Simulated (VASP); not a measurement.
Level of theory: PBE GGA, VASP's PBE PAW potentials (set 64) (plane waves; VASP).

The input files of a VASP run:

File POSCAR:
```
HfO2
1
    0.0000000000     2.4554529076     2.4554529076
    2.4554529076     0.0000000000     2.4554529076
    2.4554529076     2.4554529076     0.0000000000
Hf O
1 2
Direct
  0.0000000000   0.0000000000   0.0000000000
  0.2500000000   0.2500000000   0.2500000000
  0.7500000000   0.7500000000   0.7500000000
```

INCAR:
```
SYSTEM = HfO2
SIGMA = 0.05   # width (eV)
LCHARG = .FALSE.
LASPH = .TRUE.   # aspherical one-centre terms
PSTRESS = 300   # kbar
NELM = 100   # most electronic steps
LREAL = .FALSE.
ALGO = Normal
PREC = Accurate
LWAVE = .FALSE.
LMAXMIX = 6   # l cut-off of mixed one-centre charges
ENCUT = 620   # plane-wave cut-off (eV)
NSW = 40
EDIFFG = -0.02
IBRION = 2   # conjugate gradients
ISMEAR = 0
EDIFF = 1E-6
GGA = PE   # PBE
ISIF = 3   # ions, shape and volume
```

### KPOINTS
```
Automatic
0
Gamma
 8 8 8
```

POTCAR, in this order: Hf_pv O (PBE.64 set). Program: vasp_std.

### Question
What will the output report for the number of irreducible k-points (NKPTS), largest plane-wave count, number of space-group operations, FFT grid (NGX, NGY, NGZ)?

### Answer

```yaml
number of irreducible k-points (NKPTS): 29
largest_plane_wave_count: 1056
number_of_space_group_operations: 48
FFT grid (NGX, NGY, NGZ): 28 × 28 × 28
```

The compound is HfO2 in the fluorite structure, the high-temperature cubic form, which is unstable at 0 K; the monoclinic form is the stable one. It was relaxed first under an external pressure of 30 GPa.
